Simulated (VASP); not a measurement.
Given:

```
CdSe
1.0
    2.23646    -3.87366     0.00000
    2.23646     3.87366     0.00000
    0.00000     0.00000     7.29349
Cd Se
2 2
Direct
  0.66667   0.33333   0.49997
  0.33333   0.66667   0.99997
  0.66667   0.33333   0.87603
  0.33333   0.66667   0.37603
```

All values below come from PBEsol GGA, VASP's PBE PAW potentials (set 64) (plane waves; VASP 6.6.1). Run with 480 eV cut-off, 6×6×4 Γ-centred mesh, Gaussian smearing of 0.050 eV, potentials Cd Se.

Estimate the energy per atom (σ→0), pressure, band gap (on the k-mesh) with the smallest direct gap where there is one.

| Property | Result |
|---|---|
| band gap (on the k-mesh) | 0.30 eV |
| smallest direct gap (on the k-mesh) | 0.30 eV |
| energy per atom (σ→0) | -3.037 eV/atom |
| pressure | -4.40 GPa |

Total energies compare only between runs with the same potentials, cut-off and functional.

The compound is CdSe in the wurtzite structure. This cell was strained or had an atom moved on purpose.
